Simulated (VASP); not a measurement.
All values below come from r2SCAN meta-GGA, VASP's PBE PAW potentials (set 64) (plane waves; VASP).

Input for VASP

### POSCAR
```
CoAl
1
    2.8201792811    -0.0000000000     0.0000000000
   -0.0000000000     2.8201792811     0.0000000000
   -0.0000000000     0.0000000000     2.8201792811
Co Al
1 1
Direct
  0.0000000000   0.0000000000   0.0000000000
  0.5000000000   0.5000000000   0.5000000000
```

**KPOINTS_OPT**
```
k-points along high-symmetry lines
10
Line-mode
Reciprocal
  0.000000   0.000000   0.000000 ! GAMMA
  0.000000   0.500000   0.000000 ! X

  0.000000   0.500000   0.000000 ! X
  0.500000   0.500000   0.000000 ! M

  0.500000   0.500000   0.000000 ! M
  0.000000   0.000000   0.000000 ! GAMMA

  0.000000   0.000000   0.000000 ! GAMMA
  0.500000   0.500000   0.500000 ! R

  0.500000   0.500000   0.500000 ! R
  0.000000   0.500000   0.000000 ! X

  0.500000   0.500000   0.500000 ! R
  0.500000   0.500000   0.000000 ! M
```

**KPOINTS**
```
Automatic mesh
0
Gamma
14 14 14
0 0 0
```

INCAR:
```
# general
SYSTEM =CoAl
PREC   =Accurate
ENCUT  =400   # plane-wave cut-off (eV)
LREAL  =.FALSE.   # projection in real space or not
LASPH  =.TRUE.

# electronic loop
EDIFF  =1E-7   # SCF stop (eV)
NELM   =100
ALGO   =Normal   # blocked Davidson
LMAXMIX=4   # l cut-off of mixed one-centre charges
LMIXTAU=.TRUE.

# smearing
ISMEAR =-5   # tetrahedra, Bloechl

# functional
METAGGA=R2SCAN

# ions
ISIF   =2   # forces and stress, cell fixed

# output
LWAVE  =.FALSE.
LCHARG =.FALSE.
LORBIT =11   # lm-projected
NEDOS  =601
```

POTCAR, in this order: Co Al (PBE.64 set). Program: vasp_std.

What VASP printed:

**OSZICAR**
```
       N       E                     dE             d eps       ncg     rms          rms(c)
DAV:   1     0.216462692872E+02    0.21646E+02   -0.47290E+03  2448   0.107E+03
DAV:   2    -0.231725962407E+02   -0.44819E+02   -0.42671E+02  2416   0.182E+02
DAV:   3    -0.243028987201E+02   -0.11303E+01   -0.11234E+01  2862   0.382E+01
DAV:   4    -0.243235899264E+02   -0.20691E-01   -0.20683E-01  3082   0.461E+00
DAV:   5    -0.243241387306E+02   -0.54880E-03   -0.54898E-03  2824   0.692E-01    0.140E+01
DAV:   6    -0.258206742265E+02   -0.14965E+01   -0.81344E+01  2636   0.145E+02    0.185E+01
DAV:   7    -0.210575774449E+02    0.47631E+01   -0.33105E+01  2638   0.838E+01    0.211E+00
DAV:   8    -0.210957118288E+02   -0.38134E-01   -0.42022E-01  2810   0.807E+00    0.202E+00
DAV:   9    -0.210854239622E+02    0.10288E-01   -0.28674E-01  2712   0.933E+00    0.758E-01
DAV:  10    -0.210745140775E+02    0.10910E-01   -0.55008E-02  2678   0.405E+00    0.173E-01
DAV:  11    -0.210791004573E+02   -0.45864E-02   -0.41679E-03  2612   0.966E-01    0.124E-01
DAV:  12    -0.210791614840E+02   -0.61027E-04   -0.19608E-04  2818   0.187E-01    0.206E-02
DAV:  13    -0.210791695055E+02   -0.80215E-05   -0.14631E-05  2756   0.479E-02    0.414E-03
DAV:  14    -0.210791713937E+02   -0.18882E-05   -0.56798E-06  2462   0.283E-02    0.341E-03
DAV:  15    -0.210791717526E+02   -0.35896E-06   -0.58062E-07  2504   0.869E-03    0.144E-03
DAV:  16    -0.210791716621E+02    0.90488E-07   -0.27842E-08  1260   0.184E-03
   1 F= -.21079172E+02 E0= -.21079172E+02  d E =0.000000E+00
       N       E                     dE             ncg
```

**OUTCAR**
```
------------------------ aborting loop because EDIFF is reached ----------------------------------------
  FORCE on cell =-STRESS in cart. coord.  units (eV):
  Direction    XX          YY          ZZ          XY          YZ          ZX
  --------------------------------------------------------------------------------------
  Total       -0.0054905     -0.0054905     -0.0054905     -0.0000000     -0.0000000     -0.0000000
  in kB       -0.3921888     -0.3921888     -0.3921888     -0.0000000     -0.0000000     -0.0000000
  external PRESSURE =      -0.3921888 kB  Pullay stress =       0.0000000 kB
  volume of cell :       22.43
      direct lattice vectors                 reciprocal lattice vectors
     2.820179281  0.000000000  0.000000000     0.354587386  0.000000000  0.000000000
     0.000000000  2.820179281  0.000000000     0.000000000  0.354587386  0.000000000
     0.000000000  0.000000000  2.820179281     0.000000000  0.000000000  0.354587386
 POSITION                                       TOTAL-FORCE (eV/Angst)
 -----------------------------------------------------------------------------------
      0.00000      0.00000      0.00000         0.000000      0.000000      0.000000
      1.41009      1.41009      1.41009         0.000000      0.000000      0.000000
 -----------------------------------------------------------------------------------
    total drift:                               -0.000000     -0.000000      0.000000
  FREE ENERGIE OF THE ION-ELECTRON SYSTEM (eV)
  ---------------------------------------------------
  free  energy   TOTEN  =       -21.0791716621 eV

  energy  without entropy=      -21.0791716621  energy(sigma->0) =      -21.07917166

 total charge

# of ion       s       p       d       tot
------------------------------------------
    1        0.467   0.576   7.507   8.550
    2        0.396   0.455   0.000   0.851
--------------------------------------------------
tot          0.862   1.031   7.507   9.401
```
(Selected blocks of OUTCAR.)

For a metal the tetrahedron method with Blöchl corrections gives inexact stress and forces.

The structure was generated: CoAl was put into the CsCl type type (Pm-3m), which need not be its known phase. It was relaxed first, which changed the volume by -32 %. The run is not spin-polarised, so no magnetic state was tried.
